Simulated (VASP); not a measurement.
Computed with SCAN meta-GGA, VASP's PBE PAW potentials (set 64) (plane waves; VASP).

VASP input:

File KPOINTS:
```
Automatic mesh
0
Gamma
7 7 7
0 0 0
```

### POSCAR
```
CdS
1
    0.0000000000     2.9682000000     2.9682000000
    2.9682000000     0.0000000000     2.9682000000
    2.9682000000     2.9682000000     0.0000000000
Cd S
1 1
Direct
  0.0000000000   0.0000000000   0.0000000000
  0.2500000000   0.2500000000   0.2500000000
```

INCAR:
```
SYSTEM = CdS
PREC = Accurate
ENCUT = 400
EDIFF = 1E-6
NELM = 100
ALGO = Normal
LREAL = .FALSE.
LASPH = .TRUE.
ISMEAR = 0
SIGMA = 0.05
LMAXMIX = 4
LWAVE = .FALSE.
LCHARG = .FALSE.
ISIF = 2
METAGGA = SCAN
LMIXTAU = .TRUE.
```

POTCAR, in this order: Cd S (PBE.64 set). Program: vasp_std.

The resulting files:

File OSZICAR:
```
       N       E                     dE             d eps       ncg     rms          rms(c)
DAV:   1     0.623408498154E+02    0.62341E+02   -0.81474E+03   520   0.104E+03
DAV:   2    -0.421382533854E+02   -0.10448E+03   -0.99494E+02   610   0.281E+02
DAV:   3    -0.468680727934E+02   -0.47298E+01   -0.47165E+01   605   0.629E+01
DAV:   4    -0.468996025074E+02   -0.31530E-01   -0.31526E-01   610   0.524E+00
DAV:   5    -0.469000302788E+02   -0.42777E-03   -0.42776E-03   595   0.576E-01    0.714E+00
DAV:   6    -0.413885271838E+02    0.55115E+01   -0.57638E+00   545   0.417E+01    0.945E+00
DAV:   7    -0.414637927581E+02   -0.75266E-01   -0.61839E-01   530   0.113E+01    0.531E+00
DAV:   8    -0.414436799674E+02    0.20113E-01   -0.28037E-01   520   0.466E+00    0.139E+00
DAV:   9    -0.415054663314E+02   -0.61786E-01   -0.15234E-01   520   0.381E+00    0.673E-01
DAV:  10    -0.415295559161E+02   -0.24090E-01   -0.21696E-02   520   0.149E+00    0.212E-01
DAV:  11    -0.415311311533E+02   -0.15752E-02   -0.56774E-03   565   0.903E-01    0.141E-01
DAV:  12    -0.415322317826E+02   -0.11006E-02   -0.14226E-03   535   0.505E-01    0.114E-01
DAV:  13    -0.415323727745E+02   -0.14099E-03   -0.58783E-04   530   0.344E-01    0.225E-02
DAV:  14    -0.415324562942E+02   -0.83520E-04   -0.18688E-05   580   0.531E-02    0.101E-02
DAV:  15    -0.415324773041E+02   -0.21010E-04   -0.23673E-05   530   0.557E-02    0.573E-03
DAV:  16    -0.415324904880E+02   -0.13184E-04   -0.59295E-06   525   0.333E-02    0.365E-03
DAV:  17    -0.415324914172E+02   -0.92913E-06   -0.71781E-07   390   0.969E-03
   1 F= -.41532491E+02 E0= -.41532491E+02  d E =-.566402E-14
```

File OUTCAR:
```
------------------------ aborting loop because EDIFF is reached ----------------------------------------
  FORCE on cell =-STRESS in cart. coord.  units (eV):
  Direction    XX          YY          ZZ          XY          YZ          ZX
  --------------------------------------------------------------------------------------
  Total       -0.7388309     -0.7388309     -0.7388309      0.0000000      0.0000000      0.0000000
  in kB      -22.6332115    -22.6332115    -22.6332115      0.0000000      0.0000000      0.0000000
  external PRESSURE =     -22.6332115 kB  Pullay stress =       0.0000000 kB
  volume of cell :       52.30
      direct lattice vectors                 reciprocal lattice vectors
     0.000000000  2.968200000  2.968200000    -0.168452261  0.168452261  0.168452261
     2.968200000  0.000000000  2.968200000     0.168452261 -0.168452261  0.168452261
     2.968200000  2.968200000  0.000000000     0.168452261  0.168452261 -0.168452261
  FREE ENERGIE OF THE ION-ELECTRON SYSTEM (eV)
  ---------------------------------------------------
  free  energy   TOTEN  =       -41.5324914172 eV

  energy  without entropy=      -41.5324914172  energy(sigma->0) =      -41.53249142
```
(Selected blocks of OUTCAR.)

The compound is CdS in the zinc blende structure, a metastable form; wurtzite is the usual one. The cell was not relaxed at this level. The run is one of a series of settings (GGA removed, LMIXTAU = .TRUE., METAGGA = SCAN against the base run), some of them coarse on purpose.
